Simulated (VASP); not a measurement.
Input of a VASP 6.6.1 run:

The input INCAR:

```
SYSTEM = Ga15GeN16
PREC = Accurate
ENCUT = 520
EDIFF = 1E-7
ISMEAR = -1
SIGMA = 0.01
LREAL = Auto
LASPH = .True.
NELM = 100
ALGO = Fast
ISIF = 2
LWAVE = .False.
LCHARG = .False.
GGA = PE
NELECT = 288.0
NBANDS = 166
```

The input KPOINTS:

```
Automatic mesh
0
Gamma
  4 4 2
  0 0 0
```

Contents of POSCAR:

```
Ga15GeN16
1.0
    6.3600000000      0.0000000000      0.0000000000
   -3.1800000000      5.5079215680      0.0000000000
    0.0000000000      0.0000000000     10.3320000000
Ge Ga N
1 15 16
Direct
    0.1666666667      0.3333333333     -0.0004356305
    0.1666666667      0.3333333333      0.4990734539
    0.1621132413      0.8310566207      0.0014825412
    0.1667625141      0.8333812570      0.4993995530
    0.6689433793      0.3378867587      0.0014825412
    0.6666187430      0.3332374859      0.4993995530
    0.6689433793      0.8310566207      0.0014825412
    0.6666187430      0.8333812570      0.4993995530
    0.3347463959      0.1652536041      0.2503747106
    0.3329631510      0.1670368490      0.7466692683
    0.3347463959      0.6694927917      0.2503747106
    0.3329631510      0.6659263019      0.7466692683
    0.8305072083      0.1652536041      0.2503747106
    0.8340736981      0.1670368490      0.7466692683
    0.8333333333      0.6666666667      0.2519305311
    0.8333333333      0.6666666667      0.7479704216
    0.1666666667      0.3333333333      0.1817618624
    0.1666666667      0.3333333333      0.6879480866
    0.1660875963      0.8330437981      0.1879998574
    0.1674105521      0.8337052761      0.6889984699
    0.6669562019      0.3339124037      0.1879998574
    0.6662947239      0.3325894479      0.6889984699
    0.6669562019      0.8330437981      0.1879998574
    0.6662947239      0.8337052761      0.6889984699
    0.3329696813      0.1670303187      0.4374373036
    0.3292524110      0.1707475890      0.9394588215
    0.3329696813      0.6659393627      0.4374373036
    0.3292524110      0.6585048220      0.9394588215
    0.8340606373      0.1670303187      0.4374373036
    0.8414951780      0.1707475890      0.9394588215
    0.8333333333      0.6666666667      0.4392903453
    0.8333333333      0.6666666667      0.9369993533
```

Potentials or basis: VASP PAW PBE potentials, release 64 (Ge_d, Ga_d, N).

The run is started by

```sh
$ cat potpaw_PBE.64/Ge_d/POTCAR potpaw_PBE.64/Ga_d/POTCAR potpaw_PBE.64/N/POTCAR > POTCAR
$ mpirun -np 1 vasp_std > vasp.out
```

Problem. Estimate the band gap on the k mesh.

Solution. 1.82 eV, direct.

Problem. Estimate the largest force.

Solution. 0.030 eV/Å.

Forces on the atoms (eV/Å):
```
Ge   0.000  0.000 -0.004
Ga   0.000  0.000 -0.017
Ga   0.001  0.001 -0.013
Ga  -0.001  0.000 -0.019
Ga   0.000 -0.001 -0.013
Ga   0.000  0.001 -0.019
Ga  -0.001  0.001 -0.013
Ga   0.001  0.000 -0.019
Ga   0.002 -0.001 -0.019
Ga  -0.002  0.001 -0.019
Ga   0.000  0.002 -0.019
Ga   0.000 -0.002 -0.019
Ga  -0.002 -0.001 -0.019
Ga   0.002  0.001 -0.019
Ga   0.000  0.000 -0.026
Ga   0.000  0.000 -0.005
N    0.000  0.000 -0.013
N    0.000  0.000  0.021
N    0.000  0.000  0.011
N    0.001  0.001  0.023
N    0.000  0.000  0.011
N    0.000 -0.001  0.023
N    0.000  0.000  0.011
N   -0.001  0.001  0.023
N    0.001  0.000  0.016
N   -0.015  0.008  0.025
N    0.000  0.001  0.016
N    0.000 -0.017  0.025
N   -0.001  0.000  0.016
N    0.015  0.008  0.025
N    0.000  0.000  0.013
N    0.000  0.000  0.013
```

Caveat: the cell carries a net charge on a neutralising background, which shifts energy and pressure; the cell is charged against a uniform background, so pressure and absolute levels hang on convention. As with any semilocal functional, this PBE gap is likely too small.
